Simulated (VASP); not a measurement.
These are PBE GGA, VASP's PBE PAW potentials (set 64) (plane waves; VASP 6.6.1) values and carry that method's errors.

The input files of a VASP run:

File KPOINTS:
```
Automatic mesh
0
Gamma
7 7 1
0 0 0
```

### INCAR
```
SYSTEM = BaBr2
PREC = Accurate
ENCUT = 300
EDIFF = 1E-6
NELM = 100
ALGO = Normal
LREAL = .FALSE.
LASPH = .TRUE.
ISMEAR = 0
SIGMA = 0.136
GGA = PE
LMAXMIX = 4
LWAVE = .FALSE.
LCHARG = .FALSE.
ISIF = 2
```

### POSCAR
```
BaBr2
1
    4.0981930000     0.0000000000     0.0000000000
   -2.0490960000     3.5491390000     0.0000000000
    0.0000000000     0.0000000000    17.9053550000
Ba Br
1 2
Direct
  0.6733270000   0.3451400000   0.5031140000
  0.3283100000   0.6568070000   0.3872840000
  0.3316960000   0.6647200000   0.6096020000
```

POTCAR, in this order: Ba_sv Br (PBE.64 set). Program: vasp_std.

The run wrote:

OSZICAR:
```
       N       E                     dE             d eps       ncg     rms          rms(c)
DAV:   1     0.181031183003E+03    0.18103E+03   -0.72607E+03   864   0.735E+02
DAV:   2     0.837851430596E+01   -0.17265E+03   -0.17012E+03  1184   0.196E+02
DAV:   3    -0.105887536339E+02   -0.18967E+02   -0.18948E+02  1160   0.780E+01
DAV:   4    -0.109844283721E+02   -0.39567E+00   -0.39542E+00  1248   0.101E+01
DAV:   5    -0.109916268267E+02   -0.71985E-02   -0.71983E-02  1192   0.103E+00    0.633E+00
DAV:   6    -0.107198063937E+02    0.27182E+00   -0.47457E-01  1160   0.361E+00    0.352E+00
DAV:   7    -0.106710384368E+02    0.48768E-01   -0.45151E-01  1168   0.358E+00    0.844E-01
DAV:   8    -0.106744467098E+02   -0.34083E-02   -0.29784E-02  1184   0.118E+00    0.275E-01
DAV:   9    -0.106744983747E+02   -0.51665E-04   -0.14335E-03  1240   0.239E-01    0.113E-01
DAV:  10    -0.106743679985E+02    0.13038E-03   -0.94435E-04  1184   0.198E-01    0.463E-02
DAV:  11    -0.106744293973E+02   -0.61399E-04   -0.13748E-04  1296   0.670E-02    0.362E-02
DAV:  12    -0.106745188614E+02   -0.89464E-04   -0.11130E-04  1200   0.589E-02    0.216E-02
DAV:  13    -0.106746042226E+02   -0.85361E-04   -0.21368E-04  1096   0.699E-02    0.144E-02
DAV:  14    -0.106747469663E+02   -0.14274E-03   -0.26661E-05  1200   0.296E-02    0.119E-02
DAV:  15    -0.106747874534E+02   -0.40487E-04   -0.25755E-05  1192   0.236E-02    0.524E-03
DAV:  16    -0.106748219456E+02   -0.34492E-04   -0.86628E-07  1040   0.506E-03    0.251E-03
DAV:  17    -0.106749212004E+02   -0.99255E-04   -0.59893E-06  1096   0.861E-03    0.180E-03
DAV:  18    -0.106749595441E+02   -0.38344E-04   -0.25160E-06  1032   0.507E-03    0.930E-04
DAV:  19    -0.106749720828E+02   -0.12539E-04   -0.65645E-07   960   0.285E-03    0.455E-04
DAV:  20    -0.106749746548E+02   -0.25721E-05   -0.15002E-07   952   0.146E-03    0.233E-04
DAV:  21    -0.106749748366E+02   -0.18176E-06   -0.19210E-08   952   0.541E-04
   1 F= -.10674975E+02 E0= -.10674975E+02  d E =-.223958E-10
```

**OUTCAR**
```
------------------------ aborting loop because EDIFF is reached ----------------------------------------
  FORCE on cell =-STRESS in cart. coord.  units (eV):
  Direction    XX          YY          ZZ          XY          YZ          ZX
  --------------------------------------------------------------------------------------
  Total        5.5375727      4.7887786      1.7227760      0.0311610     -0.0019236      0.0203004
  in kB       34.0668259     29.4602880     10.5984178      0.1917004     -0.0118340      0.1248872
  external PRESSURE =      24.7085106 kB  Pullay stress =       0.0000000 kB
  volume of cell :      260.43
      direct lattice vectors                 reciprocal lattice vectors
     4.098193000  0.000000000  0.000000000     0.244009982  0.140879204  0.000000000
    -2.049096000  3.549139000  0.000000000     0.000000000  0.281758477  0.000000000
     0.000000000  0.000000000 17.905355000     0.000000000  0.000000000  0.055849214
 POSITION                                       TOTAL-FORCE (eV/Angst)
 -----------------------------------------------------------------------------------
      2.05220      1.22495      9.00843        -0.027277     -0.287008     -0.882124
     -0.00038      2.33110      6.93446         0.007893      0.138040     -0.013348
     -0.00272      2.35918     10.91514         0.019384      0.148968      0.895472
 -----------------------------------------------------------------------------------
    total drift:                                0.000177      0.000879     -0.000674
  FREE ENERGIE OF THE ION-ELECTRON SYSTEM (eV)
  ---------------------------------------------------
  free  energy   TOTEN  =       -10.6749748366 eV

  energy  without entropy=      -10.6749748365  energy(sigma->0) =      -10.67497484
```
(Selected blocks of OUTCAR.)

At this cut-off the stress carries a Pulay error, which pulls relaxed volumes low. The cell holds a wide vacuum, so values per volume refer to the whole cell.

The cell is a sheet with vacuum, built from a generated structure.
